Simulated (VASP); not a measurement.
Data:

```
CELL_PARAMETERS angstrom
      0.00000     3.25711     3.25711
      3.25711     0.00000     3.25711
      3.25711     3.25711     0.00000
ATOMIC_POSITIONS crystal
  Te 0.50000 0.50000 0.50000
  Pb 0.00000 0.00000 0.00000
```

All values below come from rev-vdW-DF2, VASP's PBE PAW potentials (set 64) (plane waves; VASP 6.6.1). Numerical set-up: 520 eV cut-off, 6×6×6 Γ-centred mesh, Gaussian smearing of 0.050 eV, potentials Te Pb_d.

Unless said otherwise, spin-orbit coupling is left out, though it shifts the bands of the heavy elements here.

Problem. Predict the energy per atom (σ→0), band gap (on the k-mesh) with the smallest direct gap where there is one.

Solution. 
- band gap (on the k-mesh): 0.77 eV
- smallest direct gap (on the k-mesh): 0.77 eV
- energy per atom (σ→0): -1.519 eV/atom

Total energies compare only between runs with the same potentials, cut-off and functional.

The compound is PbTe in the rock salt structure. It was relaxed first. The start is the result of an earlier pass.
